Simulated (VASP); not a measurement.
Computed with PBEsol GGA, VASP's PBE PAW potentials (set 64) (plane waves; VASP).

VASP input:

### INCAR
```
LMAXMIX=4   # l cut-off of mixed one-centre charges
GGA=PS   # PBEsol
NELM=100
ALGO=Normal   # blocked Davidson
LCHARG=.TRUE.
ISIF=2
PREC=Accurate
ENCUT=400
LREAL=.FALSE.
LASPH=.TRUE.
LWAVE=.FALSE.
LORBIT=11   # lm-projected
NEDOS=601   # DOS grid
SYSTEM=Zn
EDIFF=1E-7
ISMEAR=-5   # tetrahedra, Bloechl
```

POSCAR:
```
Zn
1
    1.3194086431    -2.2852832207    -0.0000000000
    1.3194086431     2.2852832207     0.0000000000
    0.0000000000     0.0000000000     4.6374447161
Zn
2
Direct
  0.3333330000   0.6666670000   0.2500000000
  0.6666670000   0.3333330000   0.7500000000
```

### KPOINTS
```
K-points
0
G
18 18 9
```

POTCAR, in this order: Zn (PBE.64 set). Program: vasp_std.

What VASP printed:

OUTCAR:
```
 ion  position               nearest neighbor table
   1  0.333  0.667  0.250-   2 2.77   2 2.77   2 2.77   2 2.77   2 2.77   2 2.77
   2  0.667  0.333  0.750-   1 2.77   1 2.77   1 2.77   1 2.77   1 2.77   1 2.77
  LATTYP: Found a hexagonal cell.
 ALAT       =     2.6388176455
 C/A-ratio  =     1.7573949166
 Subroutine PRICEL returns:
 Original cell was already a primitive cell.
 Subroutine GETGRP returns: Found 24 space group operations
The static configuration has the point symmetry D_3d.
 The point group associated with its full space group is D_6h.
The dynamic configuration has the point symmetry D_3d.
 Subroutine INISYM returns: Found 24 space group operations
 Subroutine IBZKPT returns following result:
 Found    185 irreducible k-points:

 Following reciprocal coordinates:
            Coordinates               Weight
  0.000000  0.000000  0.000000      1.000000
  0.055556 -0.000000  0.000000      6.000000
  0.111111 -0.000000  0.000000      6.000000
  0.166667 -0.000000  0.000000      6.000000
  0.222222 -0.000000  0.000000      6.000000
  0.277778 -0.000000  0.000000      6.000000
  0.333333 -0.000000  0.000000      6.000000
...
```

**OSZICAR**
```
       N       E                     dE             d eps       ncg     rms          rms(c)
DAV:   1     0.825097193277E+02    0.82510E+02   -0.11012E+04  6128   0.205E+03
DAV:   2    -0.137639218064E+01   -0.83886E+02   -0.83038E+02  6008   0.274E+02
DAV:   3    -0.349682224847E+01   -0.21204E+01   -0.21174E+01  7512   0.549E+01
DAV:   4    -0.350189852025E+01   -0.50763E-02   -0.50748E-02  6952   0.263E+00
DAV:   5    -0.350190581992E+01   -0.72997E-05   -0.72999E-05  7312   0.832E-02    0.496E+00
DAV:   6    -0.318610857925E+01    0.31580E+00   -0.15379E+00  6064   0.286E+01    0.351E+00
DAV:   7    -0.317007116965E+01    0.16037E-01   -0.50815E-02  7504   0.433E+00    0.182E+00
DAV:   8    -0.316236151254E+01    0.77097E-02   -0.19774E-03  8320   0.737E-01    0.543E-02
DAV:   9    -0.316231930016E+01    0.42212E-04   -0.24645E-04  8288   0.253E-01    0.298E-02
DAV:  10    -0.316232165297E+01   -0.23528E-05   -0.20820E-05  6608   0.460E-02    0.301E-03
DAV:  11    -0.316232130376E+01    0.34920E-06   -0.60114E-07  7456   0.135E-02    0.199E-03
DAV:  12    -0.316232088543E+01    0.41833E-06   -0.22884E-08  3872   0.343E-03    0.502E-04
DAV:  13    -0.316232088611E+01   -0.67530E-09   -0.75549E-09  3496   0.124E-03
   1 F= -.31623209E+01 E0= -.31623209E+01  d E =0.000000E+00
```

### OUTCAR
```
------------------------ aborting loop because EDIFF is reached ----------------------------------------
  FORCE on cell =-STRESS in cart. coord.  units (eV):
  Direction    XX          YY          ZZ          XY          YZ          ZX
  --------------------------------------------------------------------------------------
  Total       -0.0392602     -0.0392602      0.1129577      0.0000000      0.0000000      0.0000000
  in kB       -2.2492377     -2.2492386      6.4714001      0.0000000      0.0000000      0.0000000
  external PRESSURE =       0.6576413 kB  Pullay stress =       0.0000000 kB
  volume of cell :       27.97
      direct lattice vectors                 reciprocal lattice vectors
     1.319408643 -2.285283221  0.000000000     0.378957651 -0.218791262  0.000000000
     1.319408643  2.285283221  0.000000000     0.378957651  0.218791262  0.000000000
     0.000000000  0.000000000  4.637444716     0.000000000  0.000000000  0.215635994
 POSITION                                       TOTAL-FORCE (eV/Angst)
 -----------------------------------------------------------------------------------
      1.31941      0.76176      1.15936         0.000000     -0.000000      0.000000
      1.31941     -0.76176      3.47808        -0.000000      0.000000      0.000000
 -----------------------------------------------------------------------------------
    total drift:                                0.000000      0.000066      0.000004
  FREE ENERGIE OF THE ION-ELECTRON SYSTEM (eV)
  ---------------------------------------------------
  free  energy   TOTEN  =        -3.1623208861 eV

  energy  without entropy=       -3.1623208861  energy(sigma->0) =       -3.16232089

 total charge

# of ion       s       p       d       tot
------------------------------------------
    1        0.598   0.504   9.724  10.827
    2        0.598   0.504   9.724  10.827
--------------------------------------------------
tot          1.197   1.008  19.448  21.653
```
(Selected blocks of OUTCAR.)

For a metal the tetrahedron method with Blöchl corrections gives inexact stress and forces.

The compound is Zn in the hcp structure. It was relaxed first, which changed the volume by -8 %.
